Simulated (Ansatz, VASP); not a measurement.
**PtS2 in two plane-wave programs**

Aim: how closely do two programs agree when they are given the same cell, functional and k mesh? The structure shown is the start of the Ansatz relaxation below; VASP solves that cell, so the two are compared at the walk's first step.

Main program and level: Ansatz 0.2.0; plane waves, with VASP 6.6.1 beside it; single point at PBE with D3(BJ).

**1. The starting structure**

It takes space group P-3m1 (No. 164, trigonal). Conventional cell: a = 3.534 Å, b = 3.534 Å, c = 4.316 Å, α = 90.00°, β = 90.00°, γ = 120.00°. Nearest to S lie 3 Pt at 2.36 Å. Pt has 6 S at 2.36 Å nearest. Farther neighbours and most contacts between anions are not listed.

**2. Ansatz: relaxation, PBE with D3(BJ)**

Ansatz runs on its PAW soft_1 files.

The two programs are compared at the cell with which this relaxation starts, whose forces are those of its first step.

File input.yaml:

```yaml
crystal:
  lattice:
    - [3.533640913, 0.0, 0.0]
    - [-1.7668204565, 3.0602227985, 0.0]
    - [0.0, 0.0, 4.3158068447]
  atoms:
    - { symbol: S, position: [0.3333333333, 0.6666666667, 0.2751169469] }
    - { symbol: S, position: [0.6666666667, 0.3333333333, 0.7248830531] }
    - { symbol: Pt, position: [0.0, 0.0, 0.0] }
kpoints:
  mp_grid: { grid: [12, 12, 8] }
hamiltonian:
  xc: pbe
  dispersion: d3bj
  pseudopotentials: { kind: paw, azcp: { folder: soft_1 } }
scf:
  occupations: { method: gaussian, width: 0.01 }
output:
  forces: true
  stress: true
  eigenvalues: true
relax:
  adjacent_minimum: "off"
  f_tol: 0.001
  max_steps: 60
  cell: { stress_tol: 0.01, fix: [volume] }
```

Launch:

```
$ ansatz run input.yaml --threads 4 --pin off --max-ram 10240MiB --backend cpu --events-out ev --progress --plain --runs-dir out
```

Numbers of over 12 decimals in the logs are rounded to 6 here.

The program printed:

```text
Engine: ansatz 0.2.0, x86_64-unknown-linux-gnu
Pseudopotentials: kind: paw
Pseudopotential: S, paw, valence charge 6, recommended cutoff 420 eV (normal), soft_1/S.paw.azcp
Pseudopotential: Pt, paw, valence charge 18, recommended cutoff 420 eV (normal), soft_1/Pt.paw.azcp
Functional definition: PBE
  parameter kappa = 0.804
  parameter beta = 0.066725
  exchange = pbe_x(kappa = kappa, mu = beta*pi^2/3)
  correlation = pbe_c(beta = beta)
Crystal: 3 atoms, lattice volume = 46.670 Å³
Basis set: ecut = 420 eV, 921 PW (Γ), exchange–correlation on 48×48×60 points (8 copies of the dense FFT grid, shifted against one another)
Bands: 19, of which v1, the nominal top of the filled ones, is band 15 counted from 1 (14 counted from 0)
Symmetry: 12 space group operations
Space group: P-3m1 (ITA 164), of the structure as read, at distance tolerance 3.6e-5 Å
k-points: 131 of 1152
Non-local potential: S, projectors of the file, l = 0: 2, l = 1: 2, l = 2: 1
Non-local potential: Pt, projectors of the file, l = 0: 3, l = 1: 2, l = 2: 2, l = 3: 1
PAW form: soft (Blöchl's): semilocal exchange-correlation on the pseudo side does not see the compensation charge
PAW one-centre angular grid: S, 110 points (default); XC on 64 Gauss nodes
PAW one-centre angular grid: Pt, 590 points (default); XC on 64 Gauss nodes
Initial density: superposition of atomic densities (chi_scale 0.1, normalization cell, long waves kept (reshape's long-wave potential 0.00 eV rms))
Initial wavefunctions: pseudopotential atomic-orbital guess
Functional: x = pbe(κ = 0.804, μ = 0.219515), c = pbe(β = 0.066725)
SCF iter   1: F=—  HF=-14331.530868 eV  |F-HF|=—  |Δ(HF+E_count)|=         —  Δρ=8.05e-2  dr2=2.60e0  ethr=3.10e-3  ⟨swp⟩=6.4  Hψ=13823  notcnv=0
preconditioner: auto → Resta (q_TF=auto, 2.535 Å⁻¹)  ε∞=7.5  [insulator: Δε(μ)=0.165 eV  Ē_g=10.037 eV  σ=0.010 eV  W_gap=1.00  n_scr=20 (ndim 8)  ℏωp=25.5 eV  f_vac=0.000  D(μ)=0.00/eV (n_scr^D=0)  ε∞_Penn≈7.5]
SCF iter   2: F=—  HF=-14331.134997 eV  |F-HF|=—  |Δ(HF+E_count)|=   3.96e-1  Δρ=3.84e-2  dr2=5.31e-1  ethr=3.10e-3  ⟨swp⟩=2.4  Hψ=4440  notcnv=0
SCF iter   3: F=—  HF=-14331.050517 eV  |F-HF|=—  |Δ(HF+E_count)|=   8.45e-2  Δρ=5.19e-3  dr2=6.56e-3  ethr=1.77e-3  ⟨swp⟩=2.5  Hψ=3911  notcnv=0
SCF iter   4: F=—  HF=-14331.051683 eV  |F-HF|=—  |Δ(HF+E_count)|=   1.17e-3  Δρ=8.03e-4  dr2=2.72e-4  ethr=2.19e-5  ⟨swp⟩=2.8  Hψ=6174  notcnv=0  defer=2
SCF iter   5: F=—  HF=-14331.051806 eV  |F-HF|=—  |Δ(HF+E_count)|=   1.24e-4  Δρ=2.57e-4  dr2=3.50e-5  ethr=9.07e-7  ⟨swp⟩=2.2  Hψ=4760  notcnv=0  defer=2
SCF iter   6: F=—  HF=-14331.051791 eV  |F-HF|=—  |Δ(HF+E_count)|=   1.55e-5  Δρ=4.45e-5  dr2=1.01e-6  ethr=1.17e-7  ⟨swp⟩=2.3  Hψ=3957  notcnv=0  defer=2
SCF iter   7: F=-14331.051792 eV  HF=-14331.051792 eV  |F-HF|=2.02e-8  |Δ(HF+E_count)|=   1.17e-6  Δρ=6.19e-6  dr2=1.83e-8  ethr=3.33e-10  ⟨swp⟩=7.7  Hψ=13036  notcnv=0
SCF 1 converged in 7 iterations: F = -14331.051792 eV  dr2 = 1.83e-8
  greatest PAW one-centre occupation: 1.000 electrons in one spin orbital (limit 2), on the Pt atom at site 2 (counted from 0), in its partial waves of l = 0
relax step   1: F+E_penalty+E_count = -14331.05179207 eV  Δ(F+E_penalty+E_count) = +0.000e0 eV  max|allowed force component| = 2.593e-1 eV/Å  Δτ_max = 0.0000 Å  P = +9.640 GPa  Ω = 46.670 Å³  fix = [volume]  reactions: volume +9.640 GPa  (7 SCF iters, dr2 threshold 1.00e-7 eV, accepted)
[...]
relax step   2: F+E_penalty+E_count = -14331.05762670 eV  Δ(F+E_penalty+E_count) = -5.835e-3 eV  max|allowed force component| = 1.220e-2 eV/Å  Δτ_max = 0.0165 Å  P = +7.735 GPa  Ω = 46.670 Å³  fix = [volume]  reactions: volume +7.735 GPa  (6 SCF iters, dr2 threshold 3.00e-7 eV, accepted)
[...]
relax step   3: F+E_penalty+E_count = -14331.05764107 eV  Δ(F+E_penalty+E_count) = -1.437e-5 eV  max|allowed force component| = 3.917e-4 eV/Å  Δτ_max = 0.0007 Å  P = +7.821 GPa  Ω = 46.670 Å³  energy of the carried Pulay correction = -2.925e-18 eV  fix = [volume]  reactions: volume +7.821 GPa  (6 SCF iters, dr2 threshold 9.30e-9 eV, accepted)
[...]
relax step   4: F+E_penalty+E_count = -14331.05765290 eV  Δ(F+E_penalty+E_count) = -1.184e-5 eV  max|allowed force component| = 4.474e-4 eV/Å  Δτ_max = 0.0000 Å  P = +7.821 GPa  Ω = 46.670 Å³  fix = [volume]  reactions: volume +7.821 GPa  stress off target by 5.96e-3 GPa on what of the cell is left free  SCF on the basis re-selected at this cell (its energy is not comparable with the rows above)  (6 SCF iters)
basis re-selected at this cell: Δ(F+E_penalty+E_count) = -1.184e-5 eV, ΔP = -0.000 GPa vs the last step (what re-selecting the basis moved, of the pressure what is left beyond the Pulay correction that the steps carried, after the strain that the cell walked since its last selection, with what the two solves' SCF thresholds leave and, on support functions, any second-order correction that the steps lacked; it is no m [...]
SCF converged after 6 iterations
Free energy (F): -14331.057653 eV
Harris-Foulkes:  -14331.057653 eV  (|F-HF|=0.00e0)
Internal energy: -14331.057624 eV  (E = F + TS)
E sigma→0 (E₀):  -14331.057638 eV
Entropy (-TS):   -0.000029 eV (-0.010 meV/atom)
Fermi energy:    14.469189 eV
--- Per-component energies (eV) ---
  E_band       = -233.435221
  E_kinetic    = 811.215792
  E_local      = -2477.408373  (includes V_loc(G=0)·N_el)
  E_nonlocal   = 272.560944
  E_hartree    = 968.338868
  E_xc         = -411.913970
  E_vxc        = -439.403706  (∫ρ·V_xc dr)
  E_paw        = -10700.849419  (= ΣΔE_a)
  E_vpaw       = -337.078701  (= ΣTr[D̂ρ^β])
  E_aug_tail   = 0.001086  (compensation charges beyond the density's cutoff)
  E_ewald      = -2791.489398
  E_disp       = -1.513154  (pairwise vdW)
  E_smearing   = -0.000029  (= −TS)
  E_closure    = 0.000000  (closes the sum)
  Σ components = -14331.057653   (vs F -14331.057653, Δ=0.00e0)
--- Forces (eV/Å), atoms counted from 1 ---
  atom   1  S     -0.00000000     0.00000000    -0.00044739
  atom   2  S      0.00000000    -0.00000000     0.00044739
  atom   3  Pt     0.00000000     0.00000000     0.00000000
  max |Σ_I F_I| component: 2.31e-18 eV/Å
--- Stress (GPa, compression-positive) ---
        7.823503       0.000000      -0.000000
        0.000000       7.823503      -0.000000
       -0.000000      -0.000000       7.814564
  P = ⅓ Tr σ = 7.8205 GPa (78.205 kbar)
--- Band table (eV; the first three rows and the last of 131) ---
  k-point 0: bands = [... 11 lower, 11.9173, 12.8217, 12.8217, 14.9366, 15.0836, 15.0836, 17.4178, 19.8879]
  k-point 1: bands = [... 11 lower, 11.8848, 12.6312, 12.6312, 14.5627, 15.3713, 15.3713, 17.6701, 20.2584]
  k-point 2: bands = [... 11 lower, 11.7475, 12.2502, 12.2502, 13.7616, 16.0304, 16.0304, 18.4118, 21.0267]
  k-point 130: bands = [... 11 lower, 9.7110, 10.5991, 11.7342, 11.7342, 17.0932, 17.0932, 21.6746, 21.7024]
--- Relaxed structure (3 steps of the walk, 3 accepted, 1 SCFs on fresh bases) ---
  F+E_penalty+E_count = -14331.05765290 eV   max|allowed force component| = 4.474e-4 eV/Å   (the final SCF, on the basis selected at the relaxed cell)
  cell:  # Å, volume = 46.6700 Å³
    - [3.548167, 0, -1.0707267917534338e-18]
    - [-1.774083, 3.072802, 5.3536339587671845e-19]
    - [-1.307730505287117e-18, 0, 4.280542]
  atoms:
    - { symbol: S, position: [0.333333, 0.666667, 0.278765] }
    - { symbol: S, position: [0.666667, 0.333333, 0.721235] }
    - { symbol: Pt, position: [0, 0, 0] }
```

Reading the cycles: dr2 is the Hartree energy of the density residual (eV), the measure of convergence; HF is the Harris–Foulkes estimate of the energy, which meets the free energy F at convergence.

**3. VASP: single point, PBE with D3(BJ), start cell, pair 1**

The same cell, functional, mesh and smearing now go to VASP, with its own data sets.

Lines of VASP's logs that name or quote its potential files are left out, and so is its time.

File INCAR:

```
SYSTEM = PtS2
PREC = Accurate
ENCUT = 400
EDIFF = 1E-06
NELM = 120
ISMEAR = 0
SIGMA = 0.01
LREAL = .FALSE.
ALGO = Normal
GGA = PE
IVDW = 12
NBANDS = 17
LASPH = .TRUE.
LORBIT = 11
LWAVE = .FALSE.
LCHARG = .FALSE.
ISIF = 2
GGA_COMPAT = .FALSE.
KPAR = 2
```

File POSCAR:

```
PtS2
1.0
    3.5336410000      0.0000000000      0.0000000000
   -1.7668200000      3.0602230000      0.0000000000
    0.0000000000      0.0000000000      4.3158070000
S Pt
2 1
Direct
    0.3333332935      0.6666667756      0.2751170291
    0.6666664235      0.3333332244      0.7248829709
    0.0000000000      0.0000000000      0.0000000000
```

File KPOINTS:

```
Automatic mesh
0
Gamma
12 12 8
0 0 0
```

The projector-augmented-wave data sets are S and Pt (PBE family, release 64).

Launch:

```
$ mpirun -np 2 vasp_std
```

The program printed:

```text
[banner, memory and clock lines left out]
running    2 mpi-ranks, on    1 nodes
 distrk:  each k-point on    1 cores,    2 groups
 distr:  one band on    1 cores,    1 groups

 POSCAR found type information on POSCAR S Pt
 POSCAR found :  2 types and       3 ions
 LDA part: xc-table for (Slater+PW92), standard interpolation
 POSCAR, INCAR and KPOINTS ok, starting setup
 FFT: planning ... GRIDC
 FFT: planning ... GRID_SOFT
 FFT: planning ... GRID
 WAVECAR not read
 entering main loop
       N       E                     dE             d eps       ncg     rms          rms(c)
DAV:   1     0.892656093444E+02    0.89266E+02   -0.92573E+03  4750   0.943E+02
DAV:   2    -0.127542976961E+02   -0.10202E+03   -0.99163E+02  5667   0.206E+02
DAV:   3    -0.162447617388E+02   -0.34905E+01   -0.34722E+01  5471   0.397E+01
DAV:   4    -0.162753945522E+02   -0.30633E-01   -0.30619E-01  6053   0.415E+00
DAV:   5    -0.162757732001E+02   -0.37865E-03   -0.37862E-03  5754   0.432E-01    0.203E+01
DAV:   6    -0.152800785125E+02    0.99569E+00   -0.66028E+00  4533   0.245E+01    0.136E+01
DAV:   7    -0.150740256922E+02    0.20605E+00   -0.11877E+00  4526   0.110E+01    0.646E+00
DAV:   8    -0.150550072110E+02    0.19018E-01   -0.55809E-02  5306   0.186E+00    0.132E+00
DAV:   9    -0.150522016326E+02    0.28056E-02   -0.89400E-03  5372   0.950E-01    0.194E-01
DAV:  10    -0.150523459100E+02   -0.14428E-03   -0.96769E-04  5570   0.224E-01    0.111E-01
DAV:  11    -0.150523922118E+02   -0.46302E-04   -0.76616E-05  5220   0.819E-02    0.286E-02
DAV:  12    -0.150523852867E+02    0.69251E-05   -0.37168E-05  5067   0.622E-02    0.901E-03
DAV:  13    -0.150523860960E+02   -0.80932E-06   -0.20527E-06  4116   0.109E-02
   1 F= -.16564607E+02 E0= -.16564590E+02  d E =-.345981E-04
```

OUTCAR, selected parts (step 3):

```text
ion  position               nearest neighbor table
   1  0.333  0.667  0.275-   3 2.36   3 2.36   3 2.36
   2  0.667  0.333  0.725-   3 2.36   3 2.36   3 2.36
   3  0.000  0.000  0.000-   2 2.36   1 2.36   1 2.36   2 2.36   1 2.36   2 2.36

  LATTYP: Found a hexagonal cell.
 ALAT       =     3.5336410000
 C/A-ratio  =     1.2213484618

 Subroutine GETGRP returns: Found 12 space group operations
 (whereof 12 operations were pure point group operations)

The static configuration has the point symmetry D_3d.

 Found    131 irreducible k-points:

   k-points           NKPTS =    131   k-points in BZ     NKDIM =    131   number of bands    NBANDS=     17

   dimension x,y,z NGX =    24 NGY =   24 NGZ =   28
   dimension x,y,z NGXF=    48 NGYF=   48 NGZF=   56

   ENCUT  =  400.0 eV  29.40 Ry    5.42 a.u.   5.76  5.76  7.04*2*pi/ulx,y,z

   NELECT =      22.0000    total number of electrons

 k-points in reciprocal lattice and weights: Automatic mesh
   0.00000000  0.00000000  0.00000000       0.001
   0.08333333 -0.00000000  0.00000000       0.005
   0.16666667 -0.00000000  0.00000000       0.005
   0.25000000 -0.00000000  0.00000000       0.005
   0.33333333 -0.00000000  0.00000000       0.005
   0.41666667  0.00000000  0.00000000       0.005
   0.50000000 -0.00000000  0.00000000       0.003
   0.08333333  0.08333333  0.00000000       0.005
   0.16666667  0.08333333  0.00000000       0.010
[...]
0.33333333  0.25000000  0.50000000       0.010
   0.33333333  0.33333333  0.50000000       0.002

 average (electrostatic) potential at core
       1 -83.4087       2 -83.4087       3 -66.1624

 E-fermi :   9.5246

 k-point     1 :       0.0000    0.0000    0.0000
  band No.  band energies     occupation
    ...
      6       5.0557      2.00000
      7       5.0557      2.00000
      8       6.9369      2.00000
      9       7.8556      2.00000
     10       7.8556      2.00000
     11       9.9563      0.00000
     12      10.2562      0.00000
     13      10.2562      0.00000
     14      12.5005      0.00000
     15      15.0544      0.00000
    ...

 k-point     2 :       0.0833   -0.0000    0.0000
  band No.  band energies     occupation
    ...
      7       4.9831      2.00000
      8       6.6623      2.00000
      9       7.6854      2.00000
     10       7.7471      2.00000
     11       9.2097      2.00000
     12      10.3888      0.00000
     13      10.8736      0.00000
     14      12.9915      0.00000
     15      15.3988      0.00000
     16      16.5559      0.00000
    ...

 k-point     3 :       0.1667   -0.0000    0.0000
  band No.  band energies     occupation
    ...
      7       4.8123      2.00000
      8       6.0275      2.00000
      9       7.3967      2.00000
     10       7.4371      2.00000
     11       8.4809      2.00000
     12      10.7585      0.00000
     13      11.2661      0.00000
     14      14.0156      0.00000
     15      15.7854      0.00000
     16      16.7696      0.00000
    ...

 Edisp (eV)   -1.51222

  Total       2.78049     2.78049     2.42093     0.00000     0.00000     0.00000
  in kB      95.45420    95.45420    83.11045     0.00002     0.00000     0.00000
  external pressure =       91.34 kB  Pullay stress =        0.00 kB

  energy-cutoff  :      400.00
  volume of cell :       46.67
      direct lattice vectors                 reciprocal lattice vectors
     3.533641000  0.000000000  0.000000000     0.282994226  0.163386740  0.000000000
    -1.766820000  3.060223000  0.000000000     0.000000000  0.326773572  0.000000000
     0.000000000  0.000000000  4.315807000     0.000000000  0.000000000  0.231706376

 POSITION                                       TOTAL-FORCE (eV/Angst)
 -----------------------------------------------------------------------------------
      0.00000      2.04015      1.18735        -0.000000     -0.000000      0.212558
      1.76682      1.02007      3.12845         0.000000      0.000000     -0.212558
      0.00000      0.00000      0.00000        -0.000000      0.000000      0.000000
 -----------------------------------------------------------------------------------
    total drift:                                0.000464     -0.000000      0.000000

  FREE ENERGIE OF THE ION-ELECTRON SYSTEM (eV)
  ---------------------------------------------------
  free  energy   TOTEN  =       -16.5646072331 eV

  energy  without entropy=      -16.5645726351  energy(sigma->0) =      -16.56458993

 total charge
# of ion       s       p       d       tot
------------------------------------------
    1        1.370   2.275   0.000   3.645
    2        1.370   2.275   0.000   3.645
    3        0.723   0.834   8.041   9.598
--------------------------------------------------
tot          3.462   5.384   8.041  16.888

[... 3 further parts left out ...]
```

The run ends at a pressure of 9.13 GPa, with forces up to 0.21 eV/Å.

**4. Side by side**

Known differences besides the potentials themselves: the data sets hold 30 valence electrons in Ansatz (on its PAW soft_1 files) and 22 in VASP; the cutoff is 420 eV in Ansatz and 400 eV in VASP. Total energies have different zeros and are not compared.

Forces (eV/Å; atoms numbered as in POSCAR):

```tsv
atom	Ansatz x, y, z	VASP x, y, z
S1	0.000, 0.000, 0.259	0.000, 0.000, 0.213
S2	0.000, 0.000, -0.259	0.000, 0.000, -0.213
Pt3	0.000, 0.000, 0.000	0.000, 0.000, 0.000
```

The forces differ by 22 meV/Å r.m.s., which is 22.0 % of the r.m.s. force of 0.100 eV/Å (both taken over all components).

**5. What the set-up changes**

Further runs change the set-up of one program: Ansatz's method, potentials or start, or VASP's data sets, cutoff or form of LDA. The table gives that difference for each run.

```tsv
run	r.m.s. force difference (meV/Å)
as above	22
VASP with a cutoff of 500 eV (perhaps on Ansatz's relaxed cell)	21
```

**6. Ansatz: relaxation, PBE with D3(BJ)**

The two programs are compared at the cell with which this relaxation starts, whose forces are those of its first step. The cell compared in this pair holds 53.93 Å³, against 46.67 Å³ for the pair before.

The structure compared here is the start of the Ansatz relaxation; VASP solves that cell, so the two are compared at the walk's first step.

input.yaml, the sections that differ from step 2:

```yaml
crystal:
  lattice:
    - [3.6081517474, 0.0, 0.0]
    - [-1.8040758737, 3.124751074, 0.0]
    - [0.0, 0.0, 4.7833049563]
  atoms:
    - { symbol: S, position: [0.3333333333, 0.6666666667, 0.2543103475] }
    - { symbol: S, position: [0.6666666667, 0.3333333333, 0.7456896525] }
    - { symbol: Pt, position: [0.0, 0.0, 0.0] }
# kpoints, hamiltonian, scf, output, relax: as in step 2
```

Launch:

```
$ ansatz run input.yaml --threads 4 --pin off --max-ram 10240MiB --backend cpu --events-out ev --progress --plain --runs-dir out
```

The program printed:

```text
[...]
Crystal: 3 atoms, lattice volume = 53.930 Å³
Basis set: ecut = 420 eV, 1011 PW (Γ), exchange–correlation on 50×50×64 points (8 copies of the dense FFT grid, shifted against one another)
Bands: 19, of which v1, the nominal top of the filled ones, is band 15 counted from 1 (14 counted from 0)
Symmetry: 12 space group operations
[...]
k-points: 131 of 1152
[...]
--- Relaxed structure (3 steps of the walk, 3 accepted, 1 SCFs on fresh bases) ---
[...]
cell:  # Å, volume = 53.9297 Å³
    - [3.585302, 0, 1.7020162872474543e-18]
    - [-1.792651, 3.104963, -8.510081436237203e-19]
    - [2.2563527014365102e-18, 0, 4.844469]
  atoms:
    - { symbol: S, position: [0.333333, 0.666667, 0.249981] }
    - { symbol: S, position: [0.666667, 0.333333, 0.750019] }
    - { symbol: Pt, position: [0, 0, 0] }
[key lines of the parts left out:]
SCF converged after 6 iterations
Free energy (F): -14331.151020 eV
Fermi energy:    11.722551 eV
P = ⅓ Tr σ = -1.1955 GPa (-11.955 kbar)
```

(Part 1 of 2 ends here.)

[Lines on the potential files, build, host, timing and source positions are cut from VASP's logs without a mark.]

[Logs are printed without paths, hosts, clocks, repeated set-up lines and the standing remarks that a program may print on its own settings, such as how far it seeks lower states.]

[Hosts, paths, dates, database ids (printed as entryN), source tags and the programs' standing remarks are cut or masked in the printed files.]

[Rows of further runs with another cutoff or data set may stand on the cell that Ansatz relaxed, not on the start cell of the pair above them.]
